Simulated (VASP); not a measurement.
Method: MS2 meta-GGA, VASP's PBE PAW potentials (set 64) (plane waves; VASP 6.6.1).

The input files of a VASP run:

**POSCAR**
```
CaO
3.441080
  0.0000000000   0.7071067795   0.7071067795
  0.7071067795   0.0000000000   0.7071067795
  0.7071067795   0.7071067795   0.0000000000
Ca O
1 1
Cartesian
  1.4142135590   0.7071067795   0.7071067795
  0.7071067795   0.7071067795   0.7071067795
```

**INCAR**
```
! general
SYSTEM  = CaO
PREC    = Accurate
ENCUT   = 520
LREAL   = .FALSE.
LASPH   = .TRUE.

! electronic loop
EDIFF   = 1E-7
NELM    = 100
ALGO    = Normal
LMIXTAU = .TRUE.

! smearing
ISMEAR  = 0
SIGMA   = 0.05

! functional
METAGGA = MS2

! ions
ISIF    = 2

! output
LWAVE   = .FALSE.
LCHARG  = .FALSE.
```

**KPOINTS**
```
Automatic mesh
0
Gamma
9 9 9
0 0 0
```

POTCAR, in this order: Ca_sv O (PBE.64 set). Program: vasp_std.

The resulting files:

OUTCAR:
```
 ion  position               nearest neighbor table
   1  0.000  0.000  0.000-   2 2.43   2 2.43   2 2.43   2 2.43   2 2.43   2 2.43
   2  0.500  0.500  0.500-   1 2.43   1 2.43   1 2.43   1 2.43   1 2.43   1 2.43
  LATTYP: Found a face centered cubic cell.
 ALAT       =     4.8664219936
 Subroutine PRICEL returns:
 Original cell was already a primitive cell.
 Subroutine GETGRP returns: Found 48 space group operations
The static configuration has the point symmetry O_h .
The dynamic configuration has the point symmetry O_h .
 Subroutine INISYM returns: Found 48 space group operations
 Subroutine IBZKPT returns following result:
 Found     35 irreducible k-points:

 Following reciprocal coordinates:
            Coordinates               Weight
  0.000000  0.000000  0.000000      1.000000
  0.111111  0.000000  0.000000      8.000000
  0.222222  0.000000  0.000000      8.000000
  0.333333  0.000000  0.000000      8.000000
  0.444444  0.000000  0.000000      8.000000
  0.111111  0.111111  0.000000      6.000000
  0.222222  0.111111  0.000000     24.000000
  0.333333  0.111111  0.000000     24.000000
  0.444444  0.111111  0.000000     24.000000
 -0.444444  0.111111  0.000000     24.000000
 -0.333333  0.111111  0.000000     24.000000
 -0.222222  0.111111  0.000000     24.000000
 -0.111111  0.111111  0.000000     12.000000
  0.222222  0.222222  0.000000      6.000000
  0.333333  0.222222  0.000000     24.000000
  0.444444  0.222222  0.000000     24.000000
 -0.444444  0.222222  0.000000     24.000000
 -0.333333  0.222222  0.000000     24.000000
 -0.222222  0.222222  0.000000     12.000000
  0.333333  0.333333  0.000000      6.000000
  0.444444  0.333333  0.000000     24.000000
 -0.444444  0.333333  0.000000     24.000000
 -0.333333  0.333333  0.000000     12.000000
  0.444444  0.444444  0.000000      6.000000
...
```

### OSZICAR
```
       N       E                     dE             d eps       ncg     rms          rms(c)
DAV:   1     0.110082004020E+03    0.11008E+03   -0.81069E+03   840   0.129E+03
DAV:   2    -0.241957595579E+02   -0.13428E+03   -0.12810E+03   972   0.334E+02
DAV:   3    -0.308240928919E+02   -0.66283E+01   -0.65514E+01  1128   0.764E+01
DAV:   4    -0.311003016716E+02   -0.27621E+00   -0.27459E+00  1292   0.140E+01
DAV:   5    -0.311029959829E+02   -0.26943E-02   -0.26930E-02  1024   0.133E+00    0.611E+00
DAV:   6    -0.204031739286E+02    0.10700E+02   -0.24395E+01  1000   0.553E+01    0.357E+00
DAV:   7    -0.222732435415E+02   -0.18701E+01   -0.87803E+00  1268   0.357E+01    0.231E+00
DAV:   8    -0.214436760401E+02    0.82957E+00   -0.10288E+01  1052   0.315E+01    0.289E+00
DAV:   9    -0.203900094071E+02    0.10537E+01   -0.13492E+00  1172   0.130E+01    0.542E-01
DAV:  10    -0.205370031925E+02   -0.14699E+00   -0.21921E-01   864   0.625E+00    0.601E-01
DAV:  11    -0.204873479675E+02    0.49655E-01   -0.86901E-02   860   0.384E+00    0.425E-01
DAV:  12    -0.205159399505E+02   -0.28592E-01   -0.57760E-02   936   0.299E+00    0.719E-02
DAV:  13    -0.205164584156E+02   -0.51847E-03   -0.31384E-03  1028   0.763E-01    0.588E-02
DAV:  14    -0.205161326213E+02    0.32579E-03   -0.37694E-04  1028   0.228E-01    0.393E-02
DAV:  15    -0.205157383743E+02    0.39425E-03   -0.16121E-04  1284   0.159E-01    0.460E-03
DAV:  16    -0.205157714308E+02   -0.33056E-04   -0.25737E-05   868   0.747E-02    0.304E-03
DAV:  17    -0.205157711710E+02    0.25980E-06   -0.47703E-06  1048   0.279E-02    0.170E-03
DAV:  18    -0.205157692820E+02    0.18891E-05   -0.27264E-06   908   0.205E-02    0.370E-04
DAV:  19    -0.205157687649E+02    0.51708E-06   -0.27193E-07   924   0.764E-03    0.343E-04
DAV:  20    -0.205157690567E+02   -0.29180E-06   -0.32066E-08   560   0.195E-03    0.227E-04
DAV:  21    -0.205157694056E+02   -0.34892E-06   -0.11180E-08   448   0.121E-03    0.128E-04
DAV:  22    -0.205157693805E+02    0.25068E-07   -0.49636E-09   444   0.709E-04
   1 F= -.20515769E+02 E0= -.20515769E+02  d E =-.335812E-24
```

File OUTCAR:
```
------------------------ aborting loop because EDIFF is reached ----------------------------------------
  FORCE on cell =-STRESS in cart. coord.  units (eV):
  Direction    XX          YY          ZZ          XY          YZ          ZX
  --------------------------------------------------------------------------------------
  Total       -0.5677619     -0.5677619     -0.5677619      0.0000000      0.0000000      0.0000000
  in kB      -31.5723957    -31.5723957    -31.5723957      0.0000000      0.0000000      0.0000000
  external PRESSURE =     -31.5723957 kB  Pullay stress =       0.0000000 kB
  volume of cell :       28.81
      direct lattice vectors                 reciprocal lattice vectors
     0.000000000  2.433210997  2.433210997    -0.205489783  0.205489783  0.205489783
     2.433210997  0.000000000  2.433210997     0.205489783 -0.205489783  0.205489783
     2.433210997  2.433210997  0.000000000     0.205489783  0.205489783 -0.205489783
  FREE ENERGIE OF THE ION-ELECTRON SYSTEM (eV)
  ---------------------------------------------------
  free  energy   TOTEN  =       -20.5157693805 eV

  energy  without entropy=      -20.5157693805  energy(sigma->0) =      -20.51576938
```
(Selected blocks of OUTCAR.)

The compound is CaO in the rock salt structure. This cell is one point of a volume scan, at 1.03 of the reference volume.
